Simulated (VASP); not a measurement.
# CdS (Hawleyite): input slips in a band-gap run and what they do, part 2 of 2

Some runs for the gap of CdS (Hawleyite) get a fault in the input on purpose. Which of them show, and how? The starting structure is a measured crystal structure from the Crystallography Open Database. Cell and atoms stay as given unless a step says otherwise.

VASP 6.6.1.

Results so far: reference 0.886 eV.

## 5. Bands with a hybrid's name typed into the meta-GGA tag

Level of this step: the functional as typed; plane waves and PAW (Cd, S) (VASP).

A slip made on purpose: a hybrid's name typed into the meta-GGA tag. Against step 2 the input has METAGGA = HSE06 and no GGA (also changed: NELM).

INCAR

```
SYSTEM = CdS
PREC = Accurate
ENCUT = 350
EDIFF = 1E-06
NELM = 60
ISMEAR = 0
SIGMA = 0.03
LREAL = .FALSE.
ALGO = Normal
NBANDS = 21
LORBIT = 11
LWAVE = .FALSE.
LCHARG = .FALSE.
KPAR = 4
METAGGA = HSE06
```

POSCAR

```
CdS
1.0
    0.0000000000      2.9165000000      2.9165000000
    2.9165000000      0.0000000000      2.9165000000
    2.9165000000      2.9165000000      0.0000000000
Cd S
1 1
Direct
    0.0000000000      0.0000000000      0.0000000000
    0.7500000000      0.7500000000      0.7500000000
```

KPOINTS

```
Automatic mesh
0
Gamma
6 6 6
0 0 0
```

KPOINTS_OPT

```
Line mode
10
Line-mode
Reciprocal
  0.00000000   0.00000000   0.00000000 GAMMA
  0.50000000   0.00000000   0.50000000 X

  0.50000000   0.00000000   0.50000000 X
  0.50000000   0.25000000   0.75000000 W

  0.50000000   0.25000000   0.75000000 W
  0.37500000   0.37500000   0.75000000 K

  0.37500000   0.37500000   0.75000000 K
  0.00000000   0.00000000   0.00000000 GAMMA

  0.00000000   0.00000000   0.00000000 GAMMA
  0.50000000   0.50000000   0.50000000 L

  0.50000000   0.50000000   0.50000000 L
  0.62500000   0.25000000   0.62500000 U

  0.62500000   0.25000000   0.62500000 U
  0.50000000   0.25000000   0.75000000 W

  0.50000000   0.25000000   0.75000000 W
  0.50000000   0.50000000   0.50000000 L

  0.50000000   0.50000000   0.50000000 L
  0.37500000   0.37500000   0.75000000 K

  0.62500000   0.25000000   0.62500000 U
  0.50000000   0.00000000   0.50000000 X
```

The projector-augmented-wave data sets are Cd and S (LDA family, release 64).

The run is started by

```bash
$ mpirun -np 4 vasp_std
```

The log of the run:

```text
[banner, memory and clock lines left out]
[...]
|                                                                             |
|     EEEEEEE  RRRRRR   RRRRRR   OOOOOOO  RRRRRR      ###     ###     ###     |
|     E        R     R  R     R  O     O  R     R     ###     ###     ###     |
|     E        R     R  R     R  O     O  R     R     ###     ###     ###     |
|     EEEEE    RRRRRR   RRRRRR   O     O  RRRRRR       #       #       #      |
|     E        R   R    R   R    O     O  R   R                               |
|     E        R    R   R    R   O     O  R    R      ###     ###     ###     |
|     EEEEEEE  R     R  R     R  OOOOOOO  R     R     ###     ###     ###     |
|                                                                             |
|     Error: One of the selected functionals does not exist.                  |
|                                                                             |
|       ---->  I REFUSE TO CONTINUE WITH THIS SICK JOB ... BYE!!! <----       |
|                                                                             |

1
1
1
1

[... 1 part as in an earlier step ...]
```

The job ended after 3.6 s (4 MPI ranks of AMD EPYC 9R45, shared host).

VASP stopped with this message: “Error: One of the selected functionals does not exist”.

## 6. Bands with too few electronic steps

A slip made on purpose: too few electronic steps. Against step 2 the input has NELM = 4.

INCAR

```
SYSTEM = CdS
PREC = Accurate
ENCUT = 350
EDIFF = 1E-06
NELM = 4
ISMEAR = 0
SIGMA = 0.03
LREAL = .FALSE.
ALGO = Normal
GGA = CA
NBANDS = 21
LORBIT = 11
LWAVE = .FALSE.
LCHARG = .FALSE.
KPAR = 4
```

POSCAR is that of step 5.

KPOINTS is that of step 5.

KPOINTS_OPT is that of step 5.

The run is started by

```bash
$ mpirun -np 4 vasp_std
```

The log of the run:

```text
[... set-up lines as in an earlier step ...]
 entering main loop
       N       E                     dE             d eps       ncg     rms          rms(c)
[... 4 cycles as in an earlier step ...]
 -----------------------------------------------------------------------------
|                                                                             |
|           W    W    AA    RRRRR   N    N  II  N    N   GGGG   !!!           |
|           W    W   A  A   R    R  NN   N  II  NN   N  G    G  !!!           |
|           W    W  A    A  R    R  N N  N  II  N N  N  G       !!!           |
|           W WW W  AAAAAA  RRRRR   N  N N  II  N  N N  G  GGG   !            |
|           WW  WW  A    A  R   R   N   NN  II  N   NN  G    G                |
|           W    W  A    A  R    R  N    N  II  N    N   GGGG   !!!           |
|                                                                             |
|     The electronic self-consistency was not achieved in the given           |
|     number of steps (NELM). The forces and other quantities evaluated       |
|     might not be reliable so examine the results carefully. If you find     |
|     spurious results, we suggest increasing NELM, if you were close to      |
|     convergence or switching to a different ALGO or adjusting the           |
|     density mixing parameters otherwise.                                    |
|                                                                             |
 -----------------------------------------------------------------------------

   1 F= -.79097523E+01 E0= -.79097523E+01  d E =-.286485E-17
 Start KPOINTS_OPT (optional k-point list driver)
k-point batch [1-16\100]
       N       E                     dE             ncg
DAV:   1     0.777963300158E+02   -0.59384E+04      712
DAV:   2    -0.136690779891E+04   -0.14447E+04      762
DAV:   3    -0.142073542388E+04   -0.53828E+02      797
DAV:   4    -0.142099332883E+04   -0.25790E+00      762
[...]
k-point batch [97-100\100]
       N       E                     dE             ncg
DAV:   1     0.616466416463E+04   -0.21326E+04      200
DAV:   2     0.583299263288E+04   -0.33167E+03      201
DAV:   3     0.582184873062E+04   -0.11144E+02      208
DAV:   4     0.582179682205E+04   -0.51909E-01      198
```

Elapsed: 3.6 s, on 4 MPI ranks; peak memory 0.45 GiB.

OUTCAR, selected parts (step 6):

```text
  Total       -3.2766013     -3.2766013     -3.2766013      0.0000000      0.0000000     -0.0000000
  in kB     -105.8079371   -105.8079371   -105.8079371      0.0000000      0.0000000     -0.0000000
  external PRESSURE =    -105.8079371 kB  Pullay stress =       0.0000000 kB

  FREE ENERGIE OF THE ION-ELECTRON SYSTEM (eV)
  ---------------------------------------------------
  free  energy   TOTEN  =        -7.9097522538 eV

  energy  without entropy=       -7.9097522538  energy(sigma->0) =       -7.90975225

[... 3 parts as in an earlier step ...]

[... 1 further part left out ...]
[key lines of the parts left out:]
E-fermi :   0.5974
```

The electronic loop didn't reach EDIFF within its 4 cycles (NELM).

## 7. The runs compared

| run | ended | gap (eV) | core minutes |
| --- | --- | --- | --- |
| reference | converged | 0.886 | 0.387 |
| no empty bands | converged | - | 0.107 |
| a fixed density without a density file | stopped by VASP | - | 0.307 |
| a hybrid's name typed into the meta-GGA tag | stopped by VASP | - | 0.24 |
| too few electronic steps | not converged | - | 0.24 |

Core minutes are wall time times ranks of the run shown, on a shared host.

## 8. What came out

- reference gap: 0.886 eV
- run with no empty bands: converged
- run with a fixed density without a density file: stopped by VASP
- run with a hybrid's name typed into the meta-GGA tag: stopped by VASP
- run with too few electronic steps: not converged

**Reading.** VASP stopped by itself in the runs with a fixed density without a density file and a hybrid's name typed into the meta-GGA tag. The run with too few electronic steps didn't converge. The run without empty bands converged, and still can't show a gap. Further runs on this material are not shown.

[Lines on the potential files, build, host, timing and source positions are cut from VASP's logs without a mark.]

[Logs are printed without paths, hosts, clocks, repeated set-up lines and the standing remarks that a program may print on its own settings, such as how far it seeks lower states.]

[Hosts, paths, dates, database ids (printed as entryN), source tags and the programs' standing remarks are cut or masked in the printed files.]
